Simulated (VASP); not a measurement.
# Shielding tensors and field gradients of BaLiF3, part 3 of 3

Aim: NMR shielding tensors and field gradients of BaLiF3. The cell has space group Pm-3m, a computed entry that need not be the common form of this compound. The start is a computed cell from the Materials Project.

VASP 6.6.1, plane waves and PAW; the level of theory is named at each step.

So far. Step 2 (Ground state): The cell has a gap of 6.55 eV on this mesh and a pressure of -6.2 GPa, which holds the misfit of the given cell and coordinates with this functional, and any error of cutoff, mesh and data sets. Spin-orbit coupling is left out, which can shift or reorder these edges.

### Step 3. Shielding tensors (continued)

Level of this step: chemical shifts by linear response (GIPAW), LDA; plane waves and PAW (Ba_sv_GW, F, Li_sv) (VASP).

Parts of OUTCAR (step 3):

```text
The static configuration has the point symmetry O_h .

 Found     20 irreducible k-points:

   k-points           NKPTS =     20   k-points in BZ     NKDIM =     20   number of bands    NBANDS=     23

   ENCUT  =  700.0 eV  51.45 Ry    7.17 a.u.   8.60  8.60  8.60*2*pi/ulx,y,z

   NELECT =      34.0000    total number of electrons

  Total       -2.5121867     -2.5121867     -2.5121867     -0.0000000      0.0000000     -0.0000000
  in kB      -63.4317990    -63.4317990    -63.4317990     -0.0000000      0.0000000     -0.0000000
  external PRESSURE =     -63.4317990 kB  Pullay stress =       0.0000000 kB

  energy-cutoff  :      700.00
  volume of cell :       63.45
      direct lattice vectors                 reciprocal lattice vectors
     3.988581640  0.000000000  0.000000000     0.250715691  0.000000000  0.000000000
     0.000000000  3.988581640  0.000000000     0.000000000  0.250715691  0.000000000
     0.000000000  0.000000000  3.988581640     0.000000000  0.000000000  0.250715691

 Electric field gradients after diagonalization (V/A^2)
 (convention: |V_zz| > |V_xx| > |V_yy|)
----------------------------------------------------------------------
 ion       V_xx      V_yy      V_zz     asymmetry (V_yy - V_xx)/ V_zz
----------------------------------------------------------------------
   1       0.000    -0.000     0.000      -0.209
   2       3.985     3.985    -7.969       0.000
   3       3.985     3.985    -7.969       0.000
   4       3.985     3.985    -7.969       0.000
   5       0.000     0.000     0.000      -0.103
----------------------------------------------------------------------

  ORBITAL MAGNETIC SUSCEPTIBILITY, excluding core contribution
 -------------------------------------------------------------
  Approximate magnetic susceptibility, pGv (10^-6 cm^3/mole)
     1        -43.310403          0.000000         -0.000000
     2          0.000000        -43.310403          0.000000
     3          0.000000         -0.000000        -43.310403
 -------------------------------------------------------------
  Approximate magnetic susceptibility, vGv (10^-6 cm^3/mole)
     1        -46.358351         -0.000000          0.000000
     2         -0.000000        -46.358351          0.000000
     3         -0.000000         -0.000000        -46.358351

  CSA tensor (J. Mason, Solid State Nucl. Magn. Reson. 2, 285 (1993))
  for chemical shielding  (including the isotropic core contribution)

  BDIR labels direction of applied magnetic field (i.e. B0)
  For BDIR==1, B0 along x-axis, etc.
  Induced field listed along cartesian directions for each BDIR
 ------------------------------------------------------------------------------------------
                 EXCLUDING G=0 CONTRIBUTION              INCLUDING G=0 CONTRIBUTION
 ------------------------------------------------------------------------------------------
  ion  BDIR            X           Y           Z                X           Y           Z
          (   iso_shield        span        skew ) (   iso_shield        span        skew )
 ------------------------------------------------------------------------------------------
    1     1    5157.2491     -0.0000      0.0000        5169.1622     -0.0000      0.0000
          2       0.0000   5157.2491      0.0000          -0.0000   5169.1622      0.0000
          3      -0.0000     -0.0000   5157.2491          -0.0000     -0.0000   5169.1622
          (    5157.2491      0.0000      0.0000 ) (    5169.1622      0.0000      0.0000 )

    2     1     248.2625      0.0000      0.0000         260.1757      0.0000      0.0000
          2       0.0000    101.0891      0.0000           0.0000    113.0022      0.0000
          3       0.0000      0.0000    248.2625           0.0000      0.0000    260.1757
          (     199.2047    147.1734     -1.0000 ) (     211.1178    147.1734     -1.0000 )

    3     1     248.2625     -0.0000      0.0000         260.1757     -0.0000      0.0000
          2      -0.0000    248.2625      0.0000          -0.0000    260.1757      0.0000
          3      -0.0000     -0.0000    101.0891          -0.0000     -0.0000    113.0022
          (     199.2047    147.1734     -1.0000 ) (     211.1178    147.1734     -1.0000 )

    4     1     101.0891      0.0000      0.0000         113.0022     -0.0000      0.0000
          2       0.0000    248.2625     -0.0000           0.0000    260.1757     -0.0000
          3      -0.0000     -0.0000    248.2625          -0.0000     -0.0000    260.1757
          (     199.2047    147.1734     -1.0000 ) (     211.1178    147.1734     -1.0000 )

    5     1      77.6977     -0.0000      0.0000          89.6109     -0.0000      0.0000
          2      -0.0000     77.6977      0.0000          -0.0000     89.6109     -0.0000
          3      -0.0000     -0.0000     77.6977          -0.0000      0.0000     89.6109
          (      77.6977      0.0000      0.0000 ) (      89.6109      0.0000      0.0000 )
 ------------------------------------------------------------------------------------------

[... 5 parts as in an earlier step ...]

[... 2 further parts left out ...]
```

Spin-orbit coupling is left out, which changes shieldings on and beside heavy atoms by much.

This step gave:

* free energy (TOTEN): -32.24 eV
* Fermi energy: 0.8015 eV
* pressure: -6.343 GPa

Valence and core; the G = 0 term is that of a spherical sample. NMR shielding, by row:

| atom | isotropic shielding (ppm) | span (ppm) | skew | isotropic shielding without the G = 0 term (ppm) |
| --- | --- | --- | --- | --- |
| Ba1 | 5169 | 0 | - | 5157 |
| F2 | 211.1 | 147.2 | -1 | 199.2 |
| F3 | 211.1 | 147.2 | -1 | 199.2 |
| F4 | 211.1 | 147.2 | -1 | 199.2 |
| Li5 | 89.61 | 0 | - | 77.7 |

Ordered as |Vzz| ≥ |Vxx| ≥ |Vyy|, the program's way. Electric field gradients, by row:

```csv
atom,Vxx (V/Å²),Vyy (V/Å²),Vzz (V/Å²),asymmetry
Ba1,0,0,0,-
F2,3.985,3.985,-7.969,0
F3,3.985,3.985,-7.969,0
F4,3.985,3.985,-7.969,0
Li5,0,0,0,-
```

### Step 4. Results

* Ba, isotropic shielding: 5169.2 ppm
* F, isotropic shielding: 211.1 ppm
* Li, isotropic shielding: 89.6 ppm

**Reading.** At LDA the isotropic shieldings are Ba 5169.2 ppm; F 211.1 ppm; Li 89.6 ppm. The widest tensor is that of F2, with a span (largest less smallest principal value) of 147 ppm. The largest field gradient is Vzz = -7.97 V/Å² at F2. Shifts were not obtained, since a shift is the shielding of a reference compound, computed alike, less these values. The G = 0 term is the part set by the sample's shape, taken here for a sphere. Spin-orbit effects on the shifts of and near heavy atoms are left out. No finer mesh was run, so convergence in it isn't shown. VASP's guide advises NLSPLINE for shieldings, which this input doesn't set; the effect wasn't tested. The cell has space group Pm-3m, a computed entry that need not be the common form of this compound. The given cell is kept, although it stands at -6.3 GPa at LDA and ENCUT = 700 eV, which holds the mismatch of the given cell with this functional, any error of the entry itself and any basis-set error.

[Lines on the potential files, build, host, timing and source positions are cut from VASP's logs without a mark.]

[Logs are printed without paths, hosts, clocks, repeated set-up lines and the standing remarks that a program may print on its own settings, such as how far it seeks lower states.]

[Hosts, paths, dates, database ids (printed as entryN), source tags and the programs' standing remarks are cut or masked in the printed files.]
